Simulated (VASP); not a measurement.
Here is the system:

```
CELL_PARAMETERS angstrom
      0.00000     2.60847     2.60847
      2.60847     0.00000     2.60847
      2.60847     2.60847     0.00000
ATOMIC_POSITIONS crystal
  Be 0.00000 0.00000 0.00000
  Se 0.25000 0.25000 0.25000
```

Level of theory: revPBE GGA, VASP's PBE PAW potentials (set 64) (plane waves; VASP). Numerical set-up: 520 eV cut-off, Gaussian smearing of 0.050 eV, potentials Be Se.

Give the energies of bands 2 to 7 at the high-symmetry points, in eV from the valence-band maximum.

```csv
band,Γ,X,U,L,W
2,0.00,-4.86,-4.46,-5.42,-4.24
3,0.00,-2.50,-3.77,-1.01,-3.57
4,0.00,-2.50,-2.08,-1.01,-3.08
5,4.16,2.79,3.85,4.24,6.16
6,5.05,4.26,6.79,6.00,7.05
7,5.05,11.44,9.54,6.00,7.44
```

The gap is indirect, 2.79 eV, from the valence maximum at Γ to the conduction minimum at X.

Measured: gap 4.00 eV (computed value off by -1.21 eV), as given by Das et al., (2018), arXiv:1807.05623.

The compound is BeSe in the zinc blende structure. It was relaxed first.
